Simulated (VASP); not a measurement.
```
CELL_PARAMETERS angstrom
      0.00000     2.01011     2.01011
      2.01011     0.00000     2.01011
      2.01011     2.01011     0.00000
ATOMIC_POSITIONS crystal
  O  0.00000 0.00000 0.00000
  Ni 0.50000 0.50000 0.50000
```
Starting moments (μB, in the order of the record's atoms O Ni): 0.0 2.0.

Method: PBE GGA, VASP's PBE PAW potentials (set 64) (plane waves; VASP). Run with 500 eV cut-off, 10×10×10 Γ-centred mesh, Gaussian smearing of 0.050 eV, potentials O Ni.

Energy and stress use the plane-wave basis of the starting cell. The moments were started parallel, and other spin orders were not tried in this run.

Q: The ions, cell shape and volume are relaxed. Give the cell that the relaxation ends in.

A: 
```
CELL_PARAMETERS angstrom
      0.00000     2.10369     2.10369
      2.10369     0.00000     2.10369
      2.10369     2.10369     0.00000
ATOMIC_POSITIONS crystal
  O  0.00000 0.00000 0.00000
  Ni 0.50000 0.50000 0.50000
```
Space group Fm-3m (225), at a tolerance of 0.03 Å. The cell ends with 1.79 μB, on the sites 0.27 1.47 μB.

Q: How do energy and volume change from the first to the last step?

A: The energy (σ→0) changes by -100.5 meV/atom and the volume by +14.6 %, in 4 ionic steps.

The structure was generated: NiO was put into the rocksalt type (Fm-3m), which need not be its known phase. This run relaxes it. Symmetry was kept, so distortions that lower it aren't found.
